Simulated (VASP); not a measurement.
Data:

```
CELL_PARAMETERS angstrom
      0.00000     3.27804     3.27804
      3.27804     0.00000     3.27804
      3.27804     3.27804     0.00000
ATOMIC_POSITIONS crystal
  K  0.00000 0.00000 0.00000
  Cl 0.50000 0.50000 0.50000
```

The numbers are results of revPBE GGA, VASP's PBE PAW potentials (set 64) (plane waves; VASP), not measurements. Numerical set-up: 520 eV cut-off, Gaussian smearing of 0.050 eV, potentials K_sv Cl.

**Question.** Give the energies of bands 6 to 11 at the high-symmetry points, in eV from the valence-band maximum.

**Answer.** 
| band | Γ | X | U | L | W |
|---|---|---|---|---|---|
| 6 | 0.00 | -0.55 | -0.46 | -0.82 | -0.39 |
| 7 | 0.00 | -0.19 | -0.43 | -0.23 | -0.39 |
| 8 | 0.00 | -0.19 | -0.23 | -0.23 | -0.37 |
| 9 | 5.10 | 6.84 | 7.43 | 7.52 | 8.07 |
| 10 | 8.45 | 8.04 | 8.89 | 8.35 | 8.07 |
| 11 | 8.45 | 9.69 | 8.91 | 10.24 | 9.11 |

The gap is direct, 5.10 eV, from the valence maximum at Γ to the conduction minimum at Γ.

Measured: gap 8.50 eV (computed value off by -3.40 eV), as given by David Koller et al., Journal of Physics Condensed Matter (2013), arXiv:1304.4470.

The compound is KCl in the rock salt structure. It was relaxed first, which changed the volume by +13 %.
